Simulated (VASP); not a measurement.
Shape and ions are relaxed at each volume.

Input:

```cif
data_Sn2
_chemical_formula_sum 'Sn2'
_space_group_name_H-M_alt 'P 1'
_space_group_IT_number 1
_cell_length_a 4.41187
_cell_length_b 4.41187
_cell_length_c 4.41187
_cell_angle_alpha 97.390
_cell_angle_beta 97.390
_cell_angle_gamma 137.966
loop_
_space_group_symop_operation_xyz
  'x, y, z'
loop_
_atom_site_label
_atom_site_type_symbol
_atom_site_fract_x
_atom_site_fract_y
_atom_site_fract_z
_atom_site_occupancy
Sn1 Sn 0.25000 0.75000 0.50000 1
Sn2 Sn 0.00000 0.00000 0.00000 1
```

Computed with AM05 GGA, VASP's PBE PAW potentials (set 64) (plane waves; VASP 6.6.1). Settings: 520 eV cut-off, 13×13×13 Γ-centred mesh, first-order Methfessel-Paxton smearing of 0.10 eV, potentials Sn_d.

Problem. Give the energy at these volumes per atom, relative to the lowest: 25.19, 25.99, 26.79, 27.60, 28.40 Å³.

Solution. 19.9, 4.9, 0.0, 3.5, 14.2 meV/atom. A third-order Birch-Murnaghan fit gives B0 = 55.6 GPa and B0′ = 4.8.

Measured: bulk modulus 57.0 GPa (computed value off by -2.5 %), as given by Tao Chen et al., Physical Review Materials (2023), arXiv:2209.05059. The calculation is for a static lattice, while the measured bulk modulus holds thermal and zero-point effects, which are part of the difference.

The compound is Sn in the beta structure. It was relaxed first.
